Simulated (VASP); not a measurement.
Consider the following.

```yaml
crystal:
  lattice:
    - [3.33143, 0.00000, 0.00000]
    - [-1.66572, 2.88510, 0.00000]
    - [0.00000, 0.00000, 5.18872]
  atoms:
    - { symbol: Sc, position: [0.66667, 0.33333, 0.75000] }
    - { symbol: Sc, position: [0.33333, 0.66667, 0.25000] }
```

Level of theory: r2SCAN meta-GGA, VASP's PBE PAW potentials (set 64) (plane waves; VASP 6.6.1). Run with PREC = Normal, EDIFF = 1E-5, 400 eV cut-off, 14×14×8 Γ-centred mesh, first-order Methfessel-Paxton smearing of 0.10 eV, potentials Sc_sv.

Estimate the energy per atom (σ→0), band gap (on the k-mesh) with the smallest direct gap where there is one.

- band gap (on the k-mesh): none (metal, semimetal or under 0.01 eV)
- energy per atom (σ→0): -11.354 eV/atom

The absolute energy has meaning only against runs of the same code, potentials and settings.

The compound is Sc in the hcp structure. It was relaxed first.
